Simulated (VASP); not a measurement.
Computed with PBE GGA with D3 dispersion (Becke-Johnson damping), VASP's PBE PAW potentials (set 64) (plane waves; VASP 6.6.1).

VASP input:

### KPOINTS
```
Automatic mesh
0
gamma
 13 13 13
```

INCAR:
```
SYSTEM = NiAl
PREC = Accurate
ENCUT = 520
EDIFF = 1E-7
NELM = 100
ALGO = Normal
LREAL = .FALSE.
LASPH = .TRUE.
ISMEAR = 1
SIGMA = 0.1
GGA = PE
IVDW = 12
LMAXMIX = 4
LWAVE = .FALSE.
LCHARG = .FALSE.
ISIF = 2
```

POSCAR:
```
NiAl
1
    2.9145965056     0.0000000000     0.0000000000
    0.0000000000     2.9145965056     0.0000000000
    0.0000000000     0.0000000000     2.9145965056
Al Ni
1 1
Direct
  0.5000000000   0.5000000000   0.5000000000
  0.0000000000   0.0000000000   0.0000000000
```

POTCAR, in this order: Al Ni (PBE.64 set). Program: vasp_std.

Output of the run:

File OSZICAR:
```
       N       E                     dE             d eps       ncg     rms          rms(c)
DAV:   1     0.390589203602E+02    0.39059E+02   -0.56992E+03  1698   0.136E+03
DAV:   2    -0.107341106519E+02   -0.49793E+02   -0.47167E+02  1684   0.203E+02
DAV:   3    -0.119020516432E+02   -0.11679E+01   -0.11577E+01  1972   0.407E+01
DAV:   4    -0.119223399469E+02   -0.20288E-01   -0.20274E-01  1980   0.484E+00
DAV:   5    -0.119229657807E+02   -0.62583E-03   -0.62582E-03  1898   0.901E-01    0.116E+01
DAV:   6    -0.139092691337E+02   -0.19863E+01   -0.58775E+01  1882   0.130E+02    0.159E+01
DAV:   7    -0.105577878089E+02    0.33515E+01   -0.16749E+01  1858   0.782E+01    0.110E+00
DAV:   8    -0.105501977002E+02    0.75901E-02   -0.43865E-01  2112   0.831E+00    0.979E-01
DAV:   9    -0.105368969869E+02    0.13301E-01   -0.53588E-02  1952   0.375E+00    0.180E-01
DAV:  10    -0.105365148115E+02    0.38218E-03   -0.14935E-03  1938   0.583E-01    0.723E-02
DAV:  11    -0.105365101302E+02    0.46813E-05   -0.45940E-05  2028   0.715E-02    0.236E-02
DAV:  12    -0.105365085749E+02    0.15554E-05   -0.23193E-06  2166   0.257E-02    0.405E-03
DAV:  13    -0.105365079524E+02    0.62245E-06   -0.21526E-07   992   0.561E-03    0.165E-03
DAV:  14    -0.105365079742E+02   -0.21719E-07   -0.10933E-07   896   0.310E-03
   1 F= -.11391027E+02 E0= -.11391135E+02  d E =0.323161E-03
```

### OUTCAR
```
------------------------ aborting loop because EDIFF is reached ----------------------------------------
 Edisp (eV)   -0.85452
  FORCE on cell =-STRESS in cart. coord.  units (eV):
  Direction    XX          YY          ZZ          XY          YZ          ZX
  --------------------------------------------------------------------------------------
  Total      -1.42449    -1.42449    -1.42449     0.00000    -0.00000     0.00000
  in kB     -92.17948   -92.17948   -92.17948     0.00000    -0.00000     0.00000
  external pressure =      -92.18 kB  Pullay stress =        0.00 kB
  volume of cell :       24.76
      direct lattice vectors                 reciprocal lattice vectors
     2.914596506  0.000000000  0.000000000     0.343100665  0.000000000  0.000000000
     0.000000000  2.914596506  0.000000000     0.000000000  0.343100665  0.000000000
     0.000000000  0.000000000  2.914596506     0.000000000  0.000000000  0.343100665
 POSITION                                       TOTAL-FORCE (eV/Angst)
 -----------------------------------------------------------------------------------
      1.45730      1.45730      1.45730         0.000000      0.000000      0.000000
      0.00000      0.00000      0.00000         0.000000      0.000000      0.000000
 -----------------------------------------------------------------------------------
    total drift:                                0.000000      0.000000      0.000000
  FREE ENERGIE OF THE ION-ELECTRON SYSTEM (eV)
  ---------------------------------------------------
  free  energy   TOTEN  =       -11.3910270998 eV

  energy  without entropy=      -11.3913502604  energy(sigma->0) =      -11.39113482
```
(Selected blocks of OUTCAR.)

File OUTCAR:
```
 val. band max:        9.4965059549   @ k =   0.3846   0.2308   0.1538

 cond. band min:       9.6080473530   @ k =   0.3846   0.3077   0.1538


 Fermi energy:         9.5358219349

 k-point     1 :       0.0000    0.0000    0.0000
  band No.  band energies     occupation
      1      -1.3130      2.00000
      2       6.5095      2.00000
      3       6.5095      2.00000
      4       8.1013      2.00000
      5       8.1013      2.00000
      6       8.1013      2.00000
      7      14.9274      0.00000
      8      14.9274      0.00000
      9      14.9274      0.00000
     10      17.5858      0.00000

 k-point     2 :       0.0769    0.0000    0.0000
  band No.  band energies     occupation
      1      -1.2066      2.00000
      2       6.5003      2.00000
      3       6.5337      2.00000
      4       8.0563      2.00000
      5       8.0563      2.00000
      6       8.1060      2.00000
      7      13.8599      0.00000
      8      15.0677      0.00000
      9      15.0677      0.00000
     10      17.5953      0.00000

 k-point     3 :       0.1538    0.0000    0.0000
  band No.  band energies     occupation
      1      -0.8892      2.00000
      2       6.4398      2.00000
      3       6.6017      2.00000
      4       7.9367      2.00000
      5       7.9367      2.00000
      6       8.1192      2.00000
      7      12.1681      0.00000
      8      15.4743      0.00000
      9      15.4743      0.00000
     10      17.6231      0.00000

 k-point     4 :       0.2308    0.0000    0.0000
  band No.  band energies     occupation
      1      -0.3661      2.00000
      2       6.2134      2.00000
      3       6.6998      2.00000
      4       7.7793      2.00000
      5       7.7793      2.00000
      6       8.1377      2.00000
      7      10.6618     -0.00000
      8      16.1127      0.00000
      9      16.1127      0.00000
     10      17.6669      0.00000

 k-point     5 :       0.3077    0.0000    0.0000
...
```

The compound is NiAl in the CsCl type structure. This cell is one point of a volume scan, at 1.06 of the reference volume. The run is not spin-polarised, so no magnetic state was tried. The electron count is odd and the run is not spin-polarised, which forces a metal.
